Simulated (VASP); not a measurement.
Input:

```xyz
2
Lattice="3.0089 0.0000 0.0000 -1.5045 2.6058 0.0000 0.0000 0.0000 3.9980" Properties=species:S:1:pos:R:3 pbc="T T T"
Ta     0.0000     0.0000     0.0000
Si     1.5045     0.8686     1.9990
```

Calculation: PBEsol GGA, VASP's PBE PAW potentials (set 64) (plane waves; VASP 6.6.1). Settings: 400 eV cut-off, 16×16×10 Γ-centred mesh, tetrahedra with Blöchl corrections, potentials Ta_pv Si.

Unless said otherwise, spin-orbit coupling is left out, though it shifts the bands of the heavy elements here.

Problem. Predict the energy per atom (σ→0), band gap (on the k-mesh) with the smallest direct gap where there is one.

Solution. 
The band gap (on the k-mesh) comes out as none (metal, semimetal or under 0.01 eV). The energy per atom (σ→0) is -9.490 eV/atom.

Total energies compare only between runs with the same potentials, cut-off and functional.

The structure was generated: TaSi was put into the WC type (P-6m2), which need not be its known phase. It was relaxed first, which changed the volume by -12 %. The electron count is odd and the run is not spin-polarised, which forces a metal.
